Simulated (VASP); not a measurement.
# CuI (Marshite): GW quasiparticle gap

Aim: the quasiparticle gap of CuI (Marshite), and what it costs to get it. The cell is of the zinc-blende type, one of the forms listed for this formula. The start is a cell from a database of measured crystal structures.

Program: VASP 6.6.1. Level of theory: PBE; plane waves and PAW (Cu_GW, I_GW), in the first sound run; inputs show where later runs differ. Results are calculated unless marked as measured.

The database entry behind the starting cell differs from later determinations by our own check (about 0.15 % long (mineral sample)), so it need not match the best structure at ambient conditions.

### Step 1. Set-up

The structure is cubic, space group F-43m (No. 216). Conventional cell: a = 6.063 Å, b = 6.063 Å, c = 6.063 Å, α = 90.00°, β = 90.00°, γ = 90.00°. Nearest to Cu lie 4 I at 2.63 Å. I has 4 Cu at 2.63 Å nearest. Farther neighbours and most contacts between anions are not listed.

As a file:

```
Cu I
1.0
     0.00000    3.03150    3.03150
     3.03150    0.00000    3.03150
     3.03150    3.03150    0.00000
Cu I
1 1
Direct
  0.25000 0.25000 0.25000
  0.00000 0.00000 0.00000
```

### Step 2. Ground state

The orbitals come from a self-consistent PBE run with a tight EDIFF and a narrow smearing. KPOINTS_OPT adds the bands along a path, which shows whether the mesh holds the band edges.

File INCAR:

```
SYSTEM = CuI
PREC = Accurate
ENCUT = 440
EDIFF = 1E-08
NELM = 100
ISMEAR = 0
SIGMA = 0.01
LREAL = .FALSE.
ALGO = Normal
GGA = PE
NBANDS = 15
LASPH = .TRUE.
LORBIT = 11
LWAVE = .TRUE.
LCHARG = .FALSE.
KPAR = 8
```

File POSCAR:

```
CuI
1.0
    0.0000000000      3.0315000000      3.0315000000
    3.0315000000      0.0000000000      3.0315000000
    3.0315000000      3.0315000000      0.0000000000
Cu I
1 1
Direct
    0.2500000000      0.2500000000      0.2500000000
    0.0000000000      0.0000000000      0.0000000000
```

File KPOINTS:

```
Automatic mesh
0
Gamma
6 6 6
0 0 0
```

File KPOINTS_OPT:

```
Line mode
12
Line-mode
Reciprocal
  0.00000000   0.00000000   0.00000000 GAMMA
  0.50000000   0.00000000   0.50000000 X

  0.50000000   0.00000000   0.50000000 X
  0.50000000   0.25000000   0.75000000 W

  0.50000000   0.25000000   0.75000000 W
  0.37500000   0.37500000   0.75000000 K

  0.37500000   0.37500000   0.75000000 K
  0.00000000   0.00000000   0.00000000 GAMMA

  0.00000000   0.00000000   0.00000000 GAMMA
  0.50000000   0.50000000   0.50000000 L

  0.50000000   0.50000000   0.50000000 L
  0.62500000   0.25000000   0.62500000 U

  0.62500000   0.25000000   0.62500000 U
  0.50000000   0.25000000   0.75000000 W

  0.50000000   0.25000000   0.75000000 W
  0.50000000   0.50000000   0.50000000 L

  0.50000000   0.50000000   0.50000000 L
  0.37500000   0.37500000   0.75000000 K

  0.62500000   0.25000000   0.62500000 U
  0.50000000   0.00000000   0.50000000 X
```

The projector-augmented-wave data sets are Cu_GW and I_GW (PBE family, release 64).

Run with:

```bash
$ mpirun -np 8 vasp_std
```

Log:

```text
[banner, memory and clock lines left out]
running    8 mpi-ranks, on    1 nodes
 distrk:  each k-point on    1 cores,    8 groups
 distr:  one band on    1 cores,    1 groups

 POSCAR found type information on POSCAR CuI
 POSCAR found :  2 types and       2 ions
|                                                                             |
|           W    W    AA    RRRRR   N    N  II  N    N   GGGG   !!!           |
|           W    W   A  A   R    R  NN   N  II  NN   N  G    G  !!!           |
|           W    W  A    A  R    R  N N  N  II  N N  N  G       !!!           |
|           W WW W  AAAAAA  RRRRR   N  N N  II  N  N N  G  GGG   !            |
|           WW  WW  A    A  R   R   N   NN  II  N   NN  G    G                |
|           W    W  A    A  R    R  N    N  II  N    N   GGGG   !!!           |
|                                                                             |
|     For optimal performance we recommend to set                             |
|       NCORE = 2 up to number-of-cores-per-socket                            |
|     NCORE specifies how many cores store one orbital (NPAR=cpu/NCORE).      |
|     This setting can greatly improve the performance of VASP for DFT.       |
|     The default, NCORE=1 might be grossly inefficient on modern             |
|     multi-core architectures or massively parallel machines. Do your        |
|     Unfortunately you need to use the default for GW and RPA                |
|     calculations (for HF NCORE is supported but not extensively tested      |
|     yet).                                                                   |
|                                                                             |

 LDA part: xc-table for (Slater+PW92), standard interpolation
 POSCAR, INCAR and KPOINTS ok, starting setup
 FFT: planning ... GRIDC
 FFT: planning ... GRID_SOFT
 FFT: planning ... GRID
 WAVECAR not read
 entering main loop
       N       E                     dE             d eps       ncg     rms          rms(c)
DAV:   1     0.107926617835E+03    0.10793E+03   -0.72859E+03   480   0.943E+02
DAV:   2    -0.100132386225E+01   -0.10893E+03   -0.95192E+02   558   0.255E+02
DAV:   3    -0.562681725397E+01   -0.46255E+01   -0.45682E+01   620   0.526E+01
DAV:   4    -0.577891586424E+01   -0.15210E+00   -0.15202E+00   719   0.107E+01
DAV:   5    -0.578174157954E+01   -0.28257E-02   -0.28257E-02   628   0.125E+00    0.385E+00
DAV:   6    -0.572556592898E+01    0.56176E-01   -0.27892E+00   531   0.320E+01    0.593E+00
DAV:   7    -0.557791851761E+01    0.14765E+00   -0.56608E-01   537   0.179E+01    0.187E+00
DAV:   8    -0.557807936587E+01   -0.16085E-03   -0.79205E-02   650   0.435E+00    0.473E-01
DAV:   9    -0.557522299114E+01    0.28564E-02   -0.18073E-02   644   0.263E+00    0.637E-02
DAV:  10    -0.557531796774E+01   -0.94977E-04   -0.92517E-04   620   0.365E-01    0.209E-02
DAV:  11    -0.557535579970E+01   -0.37832E-04   -0.52676E-05   624   0.622E-02    0.909E-03
DAV:  12    -0.557535885017E+01   -0.30505E-05   -0.65399E-06   631   0.215E-02    0.591E-03
DAV:  13    -0.557535884857E+01    0.16021E-08   -0.16274E-06   748   0.173E-02    0.144E-03
DAV:  14    -0.557535881545E+01    0.33119E-07   -0.32541E-07   592   0.382E-03    0.726E-04
DAV:  15    -0.557535889502E+01   -0.79564E-07   -0.24771E-08   565   0.282E-03    0.240E-04
DAV:  16    -0.557535892029E+01   -0.25277E-07   -0.87836E-09   457   0.103E-03    0.757E-05
DAV:  17    -0.557535891790E+01    0.23902E-08   -0.18536E-09   352   0.754E-04
   1 F= -.55753589E+01 E0= -.55753589E+01  d E =-.958406E-14
 Start KPOINTS_OPT (optional k-point list driver)
k-point batch [1-16\120]
       N       E                     dE             ncg
DAV:   1     0.190510277168E+04   -0.40630E+04      480
DAV:   2     0.172196348554E+03   -0.17329E+04      551
DAV:   3     0.965272374995E+02   -0.75669E+02      648
DAV:   4     0.939118074963E+02   -0.26154E+01      759
DAV:   5     0.938827701051E+02   -0.29037E-01      648
DAV:   6     0.938819032113E+02   -0.86689E-03      763
DAV:   7     0.938818940543E+02   -0.91570E-05      687
DAV:   8     0.938818936950E+02   -0.35930E-06      758
DAV:   9     0.938818936911E+02   -0.38704E-08      543
[...]
k-point batch [113-120\120]
       N       E                     dE             ncg
DAV:   1     0.543358038517E+04   -0.34612E+04      248
DAV:   2     0.462666471898E+04   -0.80692E+03      261
DAV:   3     0.459674174695E+04   -0.29923E+02      345
DAV:   4     0.459565428551E+04   -0.10875E+01      362
DAV:   5     0.459564383829E+04   -0.10447E-01      331
DAV:   6     0.459564356983E+04   -0.26845E-03      367
DAV:   7     0.459564356643E+04   -0.34011E-05      331
DAV:   8     0.459564356630E+04   -0.13056E-06      374
DAV:   9     0.459564356630E+04   -0.11387E-08      274
 writing wavefunctions
```

Elapsed: 8.4 s, on 8 MPI ranks of Intel Xeon 6975P-C (Granite Rapids), shared host; peak memory 1.5 GiB.

Lines that name or quote the potential files are left out of all logs, and their timing lines are given in words.

Parts of OUTCAR (step 2):

```text
ion  position               nearest neighbor table
   1  0.250  0.250  0.250-   2 2.63   2 2.63   2 2.63   2 2.63
   2  0.000  0.000  0.000-   1 2.63   1 2.63   1 2.63   1 2.63

  LATTYP: Found a face centered cubic cell.
 ALAT       =     6.0630000000

 Subroutine GETGRP returns: Found 24 space group operations
 (whereof 24 operations were pure point group operations)

The static configuration has the point symmetry T_d .

 Found     16 irreducible k-points:

   k-points           NKPTS =     16   k-points in BZ     NKDIM =     16   number of bands    NBANDS=     15

   dimension x,y,z NGX =    30 NGY =   30 NGZ =   30
   dimension x,y,z NGXF=    60 NGYF=   60 NGZF=   60

   ENCUT  =  440.0 eV  32.34 Ry    5.69 a.u.   7.33  7.33  7.33*2*pi/ulx,y,z

   NELECT =      18.0000    total number of electrons

 k-points in reciprocal lattice and weights: Automatic mesh
   0.00000000  0.00000000  0.00000000       0.005
   0.16666667  0.00000000  0.00000000       0.037
   0.33333333  0.00000000  0.00000000       0.037
   0.50000000  0.00000000  0.00000000       0.019
   0.16666667  0.16666667  0.00000000       0.028
   0.33333333  0.16666667  0.00000000       0.111
   0.50000000  0.16666667  0.00000000       0.111
  -0.33333333  0.16666667  0.00000000       0.111
  -0.16666667  0.16666667  0.00000000       0.056
[...]
-0.33333333  0.33333333  0.16666667       0.111
  -0.33333333  0.50000000  0.16666667       0.056

 average (electrostatic) potential at core
       1 -54.6275       2 -92.8077

 E-fermi :   4.0126

 k-point     1 :       0.0000    0.0000    0.0000
  band No.  band energies     occupation
    ...
      5       2.1170      2.00000
      6       2.1170      2.00000
      7       3.9648      2.00000
      8       3.9648      2.00000
      9       3.9648      2.00000
     10       5.0771      0.00000
     11       8.8508      0.00000
     12       8.8508      0.00000
     13       8.8508      0.00000
     14      12.1308      0.00000
    ...

 k-point     2 :       0.1667    0.0000    0.0000
  band No.  band energies     occupation
    ...
      5       2.1081      2.00000
      6       2.1081      2.00000
      7       3.0977      2.00000
      8       3.7721      2.00000
      9       3.7721      2.00000
     10       6.0094      0.00000
     11       8.8446      0.00000
     12       9.1983      0.00000
     13       9.1983      0.00000
     14      12.7869      0.00000
    ...

 k-point     3 :       0.3333    0.0000    0.0000
  band No.  band energies     occupation
    ...
      5       2.1189      2.00000
      6       2.1189      2.00000
      7       2.4114      2.00000
      8       3.4260      2.00000
      9       3.4260      2.00000
     10       6.1943      0.00000
     11       9.4570      0.00000
     12       9.4570      0.00000
     13      10.3788      0.00000
     14      12.6177      0.00000
    ...

  Total        0.0089847      0.0089847      0.0089847     -0.0000000      0.0000000      0.0000000
  in kB        0.2583504      0.2583504      0.2583504     -0.0000000      0.0000000      0.0000000
  external PRESSURE =       0.2583504 kB  Pullay stress =       0.0000000 kB

  energy-cutoff  :      440.00
  volume of cell :       55.72
      direct lattice vectors                 reciprocal lattice vectors
     0.000000000  3.031500000  3.031500000    -0.164934851  0.164934851  0.164934851
     3.031500000  0.000000000  3.031500000     0.164934851 -0.164934851  0.164934851
     3.031500000  3.031500000  0.000000000     0.164934851  0.164934851 -0.164934851

 POSITION                                       TOTAL-FORCE (eV/Angst)
 -----------------------------------------------------------------------------------
      1.51575      1.51575      1.51575         0.000000     -0.000000      0.000000
      0.00000      0.00000      0.00000        -0.000000      0.000000     -0.000000
 -----------------------------------------------------------------------------------
    total drift:                                0.000002      0.000002      0.000002

  FREE ENERGIE OF THE ION-ELECTRON SYSTEM (eV)
  ---------------------------------------------------
  free  energy   TOTEN  =        -5.5753589179 eV

  energy  without entropy=       -5.5753589179  energy(sigma->0) =       -5.57535892

 total charge
# of ion       s       p       d       f       tot
--------------------------------------------------
    1        0.323   0.258   9.274   0.004   9.859
    2        1.595   3.095   0.069   0.000   4.759
--------------------------------------------------
tot          1.917   3.354   9.343   0.004  14.618

[... 3 further parts left out ...]
```

This step gave:

```
free energy (TOTEN)               : -5.575 eV
Fermi energy                      : 4.013 eV
pressure                          : 0.02584 GPa
least gap on mesh and path        : 1.112 eV
least direct gap on mesh and path : 1.112 eV
```

The highest empty bands on the path are converged less tightly, to about 0.1 eV. The electronic bands at the labelled points (eV, zero at the valence-band top; v1 is the highest filled band, c1 the lowest empty one):

```
          point     v4     v3     v2     v1    c1    c2    c3    c4
              Γ  -1.85   0.00   0.00   0.00  1.11  4.89  4.89  4.89
0.55 of the way  -1.80  -1.17  -0.98  -0.98  3.16  3.37  7.04  7.09
              X  -1.79  -1.76  -1.49  -1.49  2.71  2.90  9.17  9.77
0.45 of the way  -1.86  -1.77  -1.54  -1.36  3.28  3.41  7.97  8.14
              W  -1.90  -1.77  -1.60  -1.26  4.49  4.66  6.01  6.39
0.45 of the way  -1.85  -1.74  -1.57  -1.25  3.75  4.65  6.59  6.98
              K  -1.82  -1.71  -1.50  -1.24  3.09  4.62  7.55  7.87
0.55 of the way  -1.83  -1.24  -0.95  -0.32  2.94  4.85  5.53  5.65
              Γ  -1.85   0.00   0.00   0.00  1.11  4.89  4.89  4.89
0.45 of the way  -1.86  -1.17  -0.32  -0.32  2.23  5.26  5.40  5.40
              L  -1.82  -1.78  -0.71  -0.71  2.14  5.43  5.43  7.39
0.45 of the way  -1.83  -1.73  -1.16  -0.89  3.04  4.89  6.13  7.22
              U  -1.82  -1.71  -1.50  -1.24  3.09  4.62  7.55  7.87
0.45 of the way  -1.84  -1.73  -1.56  -1.25  3.57  4.64  6.80  7.14
              W  -1.90  -1.77  -1.60  -1.26  4.49  4.66  6.01  6.39
0.45 of the way  -1.84  -1.72  -1.35  -1.04  3.62  4.66  6.19  7.55
              L  -1.82  -1.78  -0.71  -0.71  2.14  5.43  5.43  7.39
0.45 of the way  -1.83  -1.73  -1.16  -0.89  3.04  4.89  6.13  7.22
              K  -1.82  -1.71  -1.50  -1.24  3.09  4.62  7.55  7.87
      jump to U  -1.82  -1.71  -1.50  -1.24  3.09  4.62  7.55  7.87
0.45 of the way  -1.79  -1.79  -1.48  -1.41  2.89  3.48  8.33  8.90
              X  -1.79  -1.76  -1.49  -1.49  2.71  2.90  9.17  9.77
```

Of the projections kept (Cu, I), the largest for each band there; the rest of the weight can lie on other orbitals:

```
point       v4       v3       v2       v1       c1       c2       c3       c4
    Γ  Cu 0.99  Cu 0.64  Cu 0.64  Cu 0.64  Cu 0.53  Cu 0.60  Cu 0.60  Cu 0.60
    X  Cu 0.98  Cu 1.00  Cu 0.93  Cu 0.93  Cu 0.63  Cu 0.66   I 0.79   I 0.53
    W  Cu 0.97  Cu 1.00  Cu 0.99  Cu 0.93   I 0.53   I 0.65  Cu 0.58   I 0.56
    K  Cu 1.00  Cu 0.98  Cu 0.97  Cu 0.88  Cu 0.62   I 0.58   I 0.68   I 0.59
    Γ  Cu 0.99  Cu 0.64  Cu 0.64  Cu 0.64  Cu 0.53  Cu 0.60  Cu 0.60  Cu 0.60
    L  Cu 0.99  Cu 0.99  Cu 0.74  Cu 0.74  Cu 0.62  Cu 0.55  Cu 0.55   I 0.74
```

The cell has a gap of 1.11 eV on mesh and path. Spin-orbit coupling is left out, which can shift or reorder these edges.

### Step 3. Empty bands

The next step needs empty bands that the ground-state run didn't converge, so the Hamiltonian is diagonalised exactly for NBANDS bands, in a single step. LOPTICS writes the k-derivatives of the orbitals (WAVEDER), which give the long-wavelength limit of the screening.

File INCAR:

```
SYSTEM = CuI
PREC = Accurate
ENCUT = 440
ISMEAR = 0
SIGMA = 0.01
LREAL = .FALSE.
GGA = PE
NBANDS = 128
LASPH = .TRUE.
ALGO = Exact
NELM = 1
LWAVE = .TRUE.
LCHARG = .FALSE.
LOPTICS = .TRUE.
NEDOS = 1000
CSHIFT = 0.1
```

POSCAR is that of step 2.

KPOINTS is that of step 2.

Run with:

```bash
$ mpirun -np 8 vasp_std
```

Log:

```text
[banner, memory and clock lines left out]
running    8 mpi-ranks, on    1 nodes
 distrk:  each k-point on    8 cores,    1 groups
 distr:  one band on    1 cores,    8 groups

 POSCAR found type information on POSCAR CuI
 POSCAR found :  2 types and       2 ions
 [... a notice as in an earlier step ...]

 LDA part: xc-table for (Slater+PW92), standard interpolation
 found WAVECAR, reading the header
  number of bands has changed, file:    15 present:   128
  trying to continue reading WAVECAR, but it might fail
 POSCAR, INCAR and KPOINTS ok, starting setup
 FFT: planning ... GRIDC
 FFT: planning ... GRID_SOFT
 FFT: planning ... GRID
 reading WAVECAR
 random initialization beyond band           15
 the WAVECAR file was read successfully
 initial charge from wavefunction
 entering main loop
       N       E                     dE             d eps       ncg     rms          rms(c)
DIA:   1    -0.557535891822E+01   -0.55754E+01    0.00000E+00     0   0.000E+00
   1 F= -.55753589E+01 E0= -.55753589E+01  d E =-.409465E-48
 writing wavefunctions
 optical routines
 imaginary and real dielectric function
 recalculating local potential from charge density
 direction            1
 direction            2
 direction            3
```

The job ended after 8.4 s (8 MPI ranks; peak memory 1.6 GiB; 54 s of CPU time).

OUTCAR, selected parts (step 3):

```text
The static configuration has the point symmetry T_d .

 Found     16 irreducible k-points:

   k-points           NKPTS =     16   k-points in BZ     NKDIM =     16   number of bands    NBANDS=    128

   NELECT =      18.0000    total number of electrons

 E-fermi :   4.0658

 k-point     2 :       0.1667    0.0000    0.0000
  band No.  band energies     occupation
    ...
      5       2.1082      2.00000
      6       2.1082      2.00000
      7       3.0977      2.00000
      8       3.7721      2.00000
      9       3.7721      2.00000
     10       6.0094      0.00000
     11       8.8446      0.00000
     12       9.1983      0.00000
     13       9.1983      0.00000
     14      12.7869      0.00000
    ...

 k-point     4 :       0.5000    0.0000    0.0000
  band No.  band energies     occupation
    ...
      5       2.1449      2.00000
      6       2.1449      2.00000
      7       2.1890      2.00000
      8       3.2574      2.00000
      9       3.2574      2.00000
     10       6.1048      0.00000
     11       9.3912      0.00000
     12       9.3912      0.00000
     13      11.3570      0.00000
     14      13.0708      0.00000
    ...

  Total        0.0086614      0.0086614      0.0086614      0.0000000      0.0000000     -0.0000000
  in kB        0.2490547      0.2490547      0.2490547      0.0000000      0.0000000     -0.0000000
  external PRESSURE =       0.2490547 kB  Pullay stress =       0.0000000 kB

 POSITION                                       TOTAL-FORCE (eV/Angst)
 -----------------------------------------------------------------------------------
      1.51575      1.51575      1.51575         0.000000      0.000000      0.000000
      0.00000      0.00000      0.00000        -0.000000     -0.000000     -0.000000
 -----------------------------------------------------------------------------------
    total drift:                                0.000002      0.000002      0.000002

  FREE ENERGIE OF THE ION-ELECTRON SYSTEM (eV)
  ---------------------------------------------------
  free  energy   TOTEN  =        -5.5753589182 eV

  energy  without entropy=       -5.5753589182  energy(sigma->0) =       -5.57535892

 plasma frequency squared (from intraband transitions) (eV^2)
  --------------------------------------------------------------------------------------
       0.000       0.000      -0.000
       0.000       0.000       0.000
      -0.000       0.000       0.000

[... 11 parts as in an earlier step ...]

[... 1 further part left out ...]
```

The gap is read on the k-mesh alone, so it is an upper bound where the band edges lie off the mesh.

This step gave:

| Item | Value |
| --- | --- |
| gap on the k-mesh | 1.112 eV |
| least direct gap on the k-mesh | 1.112 eV |

WAVECAR now holds 128 bands for 18 electrons. Its independent-particle dielectric tensor has xx, yy, zz = 7.5, 7.5, 7.5 on this mesh, which isn't tested for convergence in mesh or bands and lacks local fields.

[end of part 1 of 3]

[Lines on the potential files, build, host, timing and source positions are cut from VASP's logs without a mark.]

[Logs are printed without paths, hosts, clocks, repeated set-up lines and the standing remarks that a program may print on its own settings, such as how far it seeks lower states.]

[Hosts, paths, dates, database ids (printed as entryN), source tags and the programs' standing remarks are cut or masked in the printed files.]

[Pressures printed for these runs are not shown converged in the cutoff: they can be off by several GPa and have the wrong sign.]
